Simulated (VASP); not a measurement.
The input files of a VASP run:

### POSCAR
```
MgI2
1
    2.1160970000    -3.6825960000     0.0000000000
    2.1160970000     3.6825960000     0.0000000000
    0.0000000000     0.0000000000     6.7694490000
Mg I
1 2
Direct
  0.0000000000   0.0000000000   0.0000000000
  0.3333330000   0.6666670000   0.2420000000
  0.6824250000   0.3490910000   0.7580000000
```

### INCAR
```
# general
SYSTEM  = MgI2
PREC    = Accurate
ENCUT   = 550
LREAL   = .False.
LASPH   = .True.

# electronic loop
EDIFF   = 1E-6
NELM    = 100
ALGO    = Normal
LMAXMIX = 4

# smearing
ISMEAR  = 0
SIGMA   = 0.05

# functional
GGA     = PE

# ions
ISIF    = 2

# output
LWAVE   = .False.
LCHARG  = .False.
```

KPOINTS:
```
Automatic mesh
0
Gamma
6 6 3
0 0 0
```

POTCAR, in this order: Mg I (PBE.64 set). Program: vasp_std.

Q: Write an equivalent input for Quantum ESPRESSO's pw.x.

A: One equivalent input (not run):
```
&CONTROL
  calculation = 'scf'
  pseudo_dir = './pseudo'
  outdir = './out'
  tprnfor = .true.
  tstress = .true.
/
&SYSTEM
  ibrav = 0
  nat = 3
  ntyp = 2
  ecutwfc = 84
  occupations = 'smearing'
  smearing = 'gaussian'
  degauss = 0.003675
  input_dft = 'pbe'
/
&ELECTRONS
  conv_thr = 7.3e-08
  electron_maxstep = 100
/
ATOMIC_SPECIES
  Mg 24.305 Mg.upf
  I 126.904 I.upf
CELL_PARAMETERS angstrom
     2.1160970   -3.6825960    0.0000000
     2.1160970    3.6825960    0.0000000
     0.0000000    0.0000000    6.7694490
ATOMIC_POSITIONS crystal
  Mg   0.0000000  0.0000000  0.0000000
  I    0.3333330  0.6666670  0.2420000
  I    0.6824250  0.3490910  0.7580000
K_POINTS automatic
  6 6 3 0 0 0
```
Limits of the translation: the potentials are each code's own (VASP's PAW set, PseudoDojo norm-conserving files in pw.x), so ENCUT and ecutwfc are chosen apart and not converted; conv_thr bounds pw.x's estimated SCF error, while EDIFF bounds the energy change between steps.

The compound is MgI2 in the 1T layered structure. The cell was not relaxed at this level, atoms are displaced from their ideal sites. The run is one of a series of settings (ENCUT = 550 against the base run), some of them coarse on purpose.
